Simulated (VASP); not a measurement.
Consider the following.

```
MgF2
1.0
    4.39273     0.00000     0.00000
    0.00000     4.39273     0.00000
    0.00000     0.00000     2.92705
Mg F
2 4
Direct
  0.00000   0.00000   0.00000
  0.50000   0.50000   0.50000
  0.30141   0.30141   0.00000
  0.80141   0.19859   0.50000
  0.19859   0.80141   0.50000
  0.69859   0.69859   0.00000
```

The numbers are results of PBEsol GGA, VASP's PBE PAW potentials (set 64) (plane waves; VASP), not measurements. Run with 620 eV cut-off, 5×5×8 Γ-centred mesh, Gaussian smearing of 0.050 eV, potentials Mg F.

Question: What does the run give for the energy per atom (σ→0), pressure, band gap (on the k-mesh) with the smallest direct gap where there is one?

Answer: 
| Item | Value |
|---|---|
| band gap (on the k-mesh) | 7.95 eV |
| smallest direct gap (on the k-mesh) | 7.95 eV |
| energy per atom (σ→0) | -5.348 eV/atom |
| pressure | 20.24 GPa |

The absolute energy has meaning only against runs of the same code, potentials and settings.

The compound is MgF2 in the rutile structure. It was relaxed first under an external pressure of 20 GPa.
